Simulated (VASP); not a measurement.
Calculation: PBEsol GGA, VASP's PBE PAW potentials (set 64) (plane waves; VASP).

VASP ran on this input.

### KPOINTS
```
Automatic mesh
0
Gamma
12 12 12
0 0 0
```

POSCAR:
```
Nb
1.0
  2.7200480000   0.0000000000   0.0000000000
  0.0000000000   2.7200480000   0.0000000000
  0.0000000000   0.0000000000   2.7200480000
Nb
1
Direct
  0.0000000000   0.0000000000   0.0000000000
```

INCAR:
```
! general
SYSTEM   =  Nb
PREC     =  Accurate
ENCUT    =  400   ! plane-wave cut-off (eV)
LREAL    =  F
LASPH    =  T   ! aspherical one-centre terms

! electronic loop
EDIFF    =  1E-6   ! SCF stop (eV)
NELM     =  100
ALGO     =  Normal
LMAXMIX  =  4

! smearing
ISMEAR   =  1
SIGMA    =  0.1   ! width (eV)

! functional
GGA      =  PS

! ions
IBRION   =  2   ! conjugate gradients
NSW      =  60   ! most ionic steps
ISIF     =  3   ! ions, shape and volume
EDIFFG   =  -0.01

! output
LWAVE    =  F
LCHARG   =  F
```

POTCAR, in this order: Nb_sv (PBE.64 set). Program: vasp_std.

What VASP printed:

File OUTCAR:
```
 ion  position               nearest neighbor table
   1  0.000  0.000  0.000-
  LATTYP: Found a simple cubic cell.
 ALAT       =     2.7200480000
 Subroutine PRICEL returns:
 Original cell was already a primitive cell.
 Subroutine GETGRP returns: Found 48 space group operations
The static configuration has the point symmetry O_h .
The dynamic configuration has the point symmetry O_h .
 Subroutine INISYM returns: Found 48 space group operations
 Subroutine IBZKPT returns following result:
 Found     84 irreducible k-points:

 Following reciprocal coordinates:
            Coordinates               Weight
  0.000000  0.000000  0.000000      1.000000
  0.083333  0.000000  0.000000      6.000000
  0.166667  0.000000  0.000000      6.000000
  0.250000  0.000000  0.000000      6.000000
  0.333333  0.000000  0.000000      6.000000
  0.416667  0.000000  0.000000      6.000000
  0.500000  0.000000  0.000000      3.000000
  0.083333  0.083333  0.000000     12.000000
  0.166667  0.083333  0.000000     24.000000
  0.250000  0.083333  0.000000     24.000000
...
```

**OSZICAR**
```
       N       E                     dE             d eps       ncg     rms          rms(c)
DAV:   1     0.943231487584E+02    0.94323E+02   -0.64929E+03  1712   0.105E+03
DAV:   2    -0.573724506882E+01   -0.10006E+03   -0.96689E+02  1842   0.374E+02
DAV:   3    -0.100867399067E+02   -0.43495E+01   -0.41043E+01  2526   0.641E+01
DAV:   4    -0.102732272313E+02   -0.18649E+00   -0.18548E+00  2208   0.118E+01
DAV:   5    -0.102834175865E+02   -0.10190E-01   -0.10176E-01  2702   0.213E+00    0.703E+00
DAV:   6    -0.995508230215E+01    0.32834E+00   -0.73401E-01  2578   0.101E+01    0.263E+00
DAV:   7    -0.992432329598E+01    0.30759E-01   -0.17832E-01  2598   0.491E+00    0.915E-01
DAV:   8    -0.992803864733E+01   -0.37154E-02   -0.11001E-02  1882   0.153E+00    0.302E-02
DAV:   9    -0.992807556671E+01   -0.36919E-04   -0.73287E-04  2918   0.240E-01    0.384E-02
DAV:  10    -0.992808028674E+01   -0.47200E-05   -0.93105E-06  1932   0.370E-02    0.279E-02
DAV:  11    -0.992807748203E+01    0.28047E-05   -0.12223E-05  1796   0.662E-02    0.332E-03
DAV:  12    -0.992807753248E+01   -0.50453E-07   -0.13594E-07   910   0.500E-03
   1 F= -.99280775E+01 E0= -.99283814E+01  d E =-.992808E+01
       N       E                     dE             d eps       ncg     rms          rms(c)
DAV:   1    -0.116735194286E+02   -0.17454E+01   -0.51493E+01  2138   0.110E+02    0.119E+01
DAV:   2    -0.100259897247E+02    0.16475E+01   -0.36170E+00  2416   0.269E+01    0.308E+00
DAV:   3    -0.983448869180E+01    0.19150E+00   -0.12769E+00  2580   0.128E+01    0.217E+00
DAV:   4    -0.987545655084E+01   -0.40968E-01   -0.54053E-02  2730   0.202E+00    0.100E+00
DAV:   5    -0.990448074940E+01   -0.29024E-01   -0.97259E-02  2900   0.240E+00    0.402E-01
DAV:   6    -0.990333688094E+01    0.11439E-02   -0.25571E-03  2018   0.655E-01    0.366E-02
DAV:   7    -0.990337144413E+01   -0.34563E-04   -0.68227E-04  2878   0.169E-01    0.177E-02
DAV:   8    -0.990336940096E+01    0.20432E-05   -0.63193E-06  1758   0.352E-02    0.441E-03
DAV:   9    -0.990336981253E+01   -0.41157E-06   -0.58057E-07   996   0.142E-02
   2 F= -.99033698E+01 E0= -.99032416E+01  d E =0.247077E-01
       N       E                     dE             d eps       ncg     rms          rms(c)
DAV:   1    -0.106104392857E+02   -0.70707E+00   -0.19511E+01  2060   0.686E+01    0.648E+00
DAV:   2    -0.997817133723E+01    0.63227E+00   -0.18309E+00  2402   0.188E+01    0.190E+00
DAV:   3    -0.991362113372E+01    0.64550E-01   -0.51383E-01  2594   0.756E+00    0.105E+00
DAV:   4    -0.992625129667E+01   -0.12630E-01   -0.14305E-02  2148   0.121E+00    0.670E-01
DAV:   5    -0.994301317366E+01   -0.16762E-01   -0.40541E-02  2698   0.134E+00    0.273E-01
DAV:   6    -0.994332662321E+01   -0.31345E-03   -0.95176E-04  1926   0.330E-01    0.138E-01
DAV:   7    -0.994338303336E+01   -0.56410E-04   -0.25635E-04  1962   0.248E-01    0.132E-02
DAV:   8    -0.994339147557E+01   -0.84422E-05   -0.11313E-05  1948   0.412E-02    0.107E-02
DAV:   9    -0.994339058520E+01    0.89036E-06   -0.18168E-06  1402   0.213E-02
   3 F= -.99433906E+01 E0= -.99436631E+01  d E =-.153131E-01
       N       E                     dE             d eps       ncg     rms          rms(c)
DAV:   1    -0.994350018616E+01   -0.10871E-03   -0.30281E-03  2116   0.848E-01    0.844E-02
DAV:   2    -0.994339914487E+01    0.10104E-03   -0.25435E-04  2448   0.222E-01    0.228E-02
DAV:   3    -0.994338906584E+01    0.10079E-04   -0.74522E-05  2632   0.935E-02    0.139E-02
DAV:   4    -0.994339206892E+01   -0.30031E-05   -0.24603E-06  1610   0.151E-02    0.780E-03
DAV:   5    -0.994339549822E+01   -0.34293E-05   -0.72270E-06  2412   0.178E-02    0.367E-03
DAV:   6    -0.994339564594E+01   -0.14772E-06   -0.13650E-07   880   0.520E-03
   4 F= -.99433956E+01 E0= -.99436649E+01  d E =-.153181E-01
```

File OUTCAR:
```
------------------------ aborting loop because EDIFF is reached ----------------------------------------
  FORCE on cell =-STRESS in cart. coord.  units (eV):
  Direction    XX          YY          ZZ          XY          YZ          ZX
  --------------------------------------------------------------------------------------
  Total        0.0014338      0.0014338      0.0014338      0.0000000      0.0000000      0.0000000
  in kB        0.1190041      0.1190041      0.1190041      0.0000000      0.0000000      0.0000000
  external PRESSURE =       0.1190041 kB  Pullay stress =       0.0000000 kB
  volume of cell :       19.30
      direct lattice vectors                 reciprocal lattice vectors
     2.682511007  0.000000000 -0.000000000     0.372785050 -0.000000000 -0.000000000
     0.000000000  2.682511007 -0.000000000    -0.000000000  0.372785050 -0.000000000
     0.000000000  0.000000000  2.682511007     0.000000000  0.000000000  0.372785050
 POSITION                                       TOTAL-FORCE (eV/Angst)
 -----------------------------------------------------------------------------------
      0.00000      0.00000      0.00000        -0.000000     -0.000000      0.000000
 -----------------------------------------------------------------------------------
    total drift:                               -0.000000      0.000000      0.000000
  FREE ENERGIE OF THE ION-ELECTRON SYSTEM (eV)
  ---------------------------------------------------
  free  energy   TOTEN  =        -9.9433956459 eV

  energy  without entropy=       -9.9442035067  energy(sigma->0) =       -9.94366493

 reached required accuracy - stopping structural energy minimisation
```
(Selected blocks of OUTCAR.)

File CONTCAR:
```
Nb
   1.00000000000000
     2.6825110074230665    0.0000000000000000   -0.0000000000000000
     0.0000000000000000    2.6825110074230665   -0.0000000000000000
     0.0000000000000000    0.0000000000000000    2.6825110074230665
  Nb
     1
Direct
     0.0000000000000000    0.0000000000000000    0.0000000000000000
```

Energy and stress use the plane-wave basis of the starting cell.

The structure was generated: Nb was put into the simple-cubic type (Pm-3m), which need not be its known phase. This run relaxes it. Symmetry was kept, so distortions that lower it aren't found.
